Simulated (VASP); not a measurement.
A run of VASP 6.6.1:

File POSCAR:

```
AsRu
1.0
    3.2320671600      0.0000000000      0.0000000000
    0.0000000000      3.2320671600      0.0000000000
    0.0000000000      0.0000000000      3.2320671600
As Ru
1 1
Direct
    0.5000000000      0.5000000000      0.5000000000
    0.0000000000      0.0000000000      0.0000000000
```

File INCAR.step1:

```
SYSTEM = AsRu
ALGO = Normal
EDIFF = 1E-7
ENCUT = 520
ISIF = 2
ISMEAR = -1
LASPH = .True.
LCHARG = .True.
LMAXMIX = 4
LREAL = .False.
LWAVE = .False.
NBANDS = 16
NELM = 60
PREC = Accurate
SIGMA = 0.1
```

The input KPOINTS.step1:

```
k-points
0
Gamma
  10 10 10
  0 0 0
```

Contents of INCAR.step2:

```
SYSTEM = AsRu
ALGO = Normal
EDIFF = 1E-7
ENCUT = 520
ICHARG = 11
ISIF = 2
ISMEAR = -5
LASPH = .True.
LCHARG = .False.
LMAXMIX = 4
LORBIT = 11
LREAL = .False.
LWAVE = .False.
NEDOS = 1001
NELM = 60
PREC = Accurate
SIGMA = 0.1
```

File KPOINTS.step2:

```
k-points
0
Gamma
  15 15 15
  0 0 0
```

Potentials or basis: VASP PAW LDA potentials, release 64 (As, Ru_pv).

Launch:

```console
$ cat potpaw_LDA.64/As/POTCAR potpaw_LDA.64/Ru_pv/POTCAR > POTCAR
$ cp INCAR.step1 INCAR
$ cp KPOINTS.step1 KPOINTS
$ mpirun -np 1 vasp_std > vasp.out
$ cp INCAR.step2 INCAR
$ cp KPOINTS.step2 KPOINTS
$ mpirun -np 1 vasp_std > vasp.out
```

Hardware: 1 thread of Intel(R) Xeon(R) Platinum 8559C (Emerald Rapids), with other jobs on the host.

Problem. How long does it take, and how much memory?

Solution. Wall time 17 s on 1 thread of Intel(R) Xeon(R) Platinum 8559C (Emerald Rapids), with other jobs on the host, peak memory 0.17 GiB. Counts: scf iterations 8, k points 120.
